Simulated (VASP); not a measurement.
Given:

```
MnB
1.0
    0.00000     2.08990     2.08990
    2.08990     0.00000     2.08990
    2.08990     2.08990     0.00000
Mn B
1 1
Direct
  0.00000   0.00000   0.00000
  0.50000   0.50000   0.50000
```
Starting moments (μB, in the order of the record's atoms Mn B): -2.4 0.3.

Calculation: r2SCAN meta-GGA, VASP's PBE PAW potentials (set 64) (plane waves; VASP). Run with 520 eV cut-off, 17×17×17 Γ-centred mesh, tetrahedra with Blöchl corrections, potentials Mn_pv B.

Q: Give the spin-up energies of bands 5 to 12 at the high-symmetry points, in eV from the Fermi level.

A: 
```tsv
band	Γ	X	U	L	W
5	0.11	-4.84	-4.43	-6.92	-3.97
6	0.11	-1.88	-4.09	-2.98	-3.97
7	0.30	0.64	-1.88	-2.98	-2.95
8	0.30	0.64	1.48	2.10	2.63
9	0.30	0.91	2.40	2.10	2.63
10	4.10	2.69	3.18	3.50	2.69
11	4.10	2.69	4.51	8.92	3.62
12	4.10	4.81	4.71	8.92	4.43
```

Q: Give the spin-down energies of bands 5 to 12 at the high-symmetry points, in eV from the Fermi level.

A: 
```
band      Γ      X      U      L      W
----  -----  -----  -----  -----  -----
5     -3.03  -4.52  -5.10  -6.98  -4.75
6     -3.03  -4.50  -4.71  -4.19  -4.75
7     -3.03  -1.29  -2.91  -4.19  -3.67
8     -1.93  -1.29  -1.51  -1.50  -1.29
9     -1.93  -1.26  -0.46  -1.50   0.21
10     4.93   1.15  -0.12   0.32   0.21
11     4.93   1.15   2.90   8.35   2.33
12     4.93   3.09   4.06   8.35   2.83
```

It has no gap at this level: it comes out as a metal or semimetal.

The structure was generated: MnB was put into the rock salt type (Fm-3m), which need not be its known phase. It was relaxed first, which changed the volume by -35 %.
